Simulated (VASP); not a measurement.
Given:

```
CELL_PARAMETERS angstrom
     -2.08400     2.08400     4.03149
      2.08400    -2.08400     4.03149
      2.08400     2.08400    -4.03149
ATOMIC_POSITIONS crystal
  Cd 0.00000 0.00000 0.00000
  Au 0.75000 0.25000 0.50000
  Au 0.25000 0.75000 0.50000
  Au 0.50000 0.50000 0.00000
```

Calculation: PBEsol GGA with spin-orbit coupling, VASP's PBE PAW potentials (set 64) (plane waves; VASP). Run with 400 eV cut-off, 9×9×9 Γ-centred mesh, Gaussian smearing of 0.050 eV, potentials Cd Au.

### Question
Give the energies of bands 39 to 52 at the high-symmetry points, in eV from the Fermi level.

### Answer

```tsv
band	Γ	X	P	N	M	S	R
39	-2.13	-2.28	-2.62	-3.27	-2.55	-2.94	-2.67
40	-2.13	-2.28	-2.62	-3.27	-2.55	-2.94	-2.67
41	-2.00	-1.83	-2.29	-2.45	-2.01	-2.33	-2.06
42	-2.00	-1.83	-2.29	-2.45	-2.01	-2.33	-2.06
43	0.57	-1.81	-1.39	-1.99	-1.69	-1.92	-1.97
44	0.57	-1.81	-1.39	-1.99	-1.69	-1.92	-1.97
45	3.64	-1.49	-0.97	1.05	-0.07	-1.65	-1.61
46	3.64	-1.49	-0.97	1.05	-0.07	-1.65	-1.61
47	3.91	-0.79	-0.89	1.66	0.14	3.16	-0.72
48	3.91	-0.79	-0.89	1.66	0.14	3.16	-0.72
49	4.45	1.85	3.85	5.36	4.29	4.19	3.74
50	4.45	1.85	3.85	5.36	4.29	4.19	3.74
51	4.97	2.45	3.89	5.99	4.87	6.77	3.99
52	4.97	2.45	3.89	5.99	4.87	6.77	3.99
```

It has no gap at this level: it comes out as a metal or semimetal.

The structure comes from a computed database's CdAu3 entry (I4/mmm); how it stands against other phases isn't given here. It was relaxed first.
